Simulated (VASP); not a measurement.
Input:

```
CELL_PARAMETERS angstrom
      0.00000     2.19500     2.19500
      2.19500     0.00000     2.19500
      2.19500     2.19500     0.00000
ATOMIC_POSITIONS crystal
  Nb 0.00000 0.00000 0.00000
  N  0.50000 0.50000 0.50000
```

The numbers are results of PBE GGA, VASP's PBE PAW potentials (set 64) (plane waves; VASP), not measurements. Numerical set-up: 520 eV cut-off, 13×13×13 Γ-centred mesh, first-order Methfessel-Paxton smearing of 0.10 eV, potentials Nb_sv N_s.

Q: Predict the energy per atom (σ→0), pressure, band gap (on the k-mesh) with the smallest direct gap where there is one.

A: 
The band gap (on the k-mesh) is none (metal, semimetal or under 0.01 eV). The energy per atom (σ→0) is -10.269 eV/atom and the pressure is 6.15 GPa.

Only differences to runs with the same potentials and settings are physical.

The compound is NbN in the rock salt structure, the cubic δ form, which competes with hexagonal ones. The cell was not relaxed at this level. The run is one of a series of settings (POTCAR Nb_sv N_s (PBE.64 set) against the base run), some of them coarse on purpose. VASP warned that the highest band is occupied, so more bands are needed.
